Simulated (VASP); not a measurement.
KCl (rock salt):

```yaml
crystal:
  lattice:
    - [0.00000, 3.14500, 3.14500]
    - [3.14500, 0.00000, 3.14500]
    - [3.14500, 3.14500, 0.00000]
  atoms:
    - { symbol: K, position: [0.00000, 0.00000, 0.00000] }
    - { symbol: Cl, position: [0.50000, 0.50000, 0.50000] }
```

The lowest empty band near Γ, direction [110], from PBE with spin-orbit coupling in VASP (PAW); its two spin partners are averaged. The gap over the points computed is 5.15 eV, and the next band on that side lies 3.19 eV away at the edge.

Numerical set-up: 400 eV cut-off, 8×8×8 Γ-centred mesh, Gaussian smearing of 0.050 eV, potentials K_sv Cl.

```csv
distance from the edge in k (1/Å),distance in energy (meV)
0.025,5.4
0.035,10.5
0.050,21.3
0.070,41.6
```

Q: Fit E(1 + αE) = ħ²k²/2m* (ħ²/2m0 = 3.810 eV Å²) and predict the row at 0.095 1/Å.

A: The rows don't resolve α, so a parabola serves: the electron mass is m* = 0.448 m0, and so 76.7 meV. The run gave 76.1 meV, -0.6 meV from the fit.

Left out are points under 3 meV from the edge, since the levels carry 0.1 meV, and points farther than half the way to the next band.

The compound is KCl in the rock salt structure. The cell was not relaxed at this level.
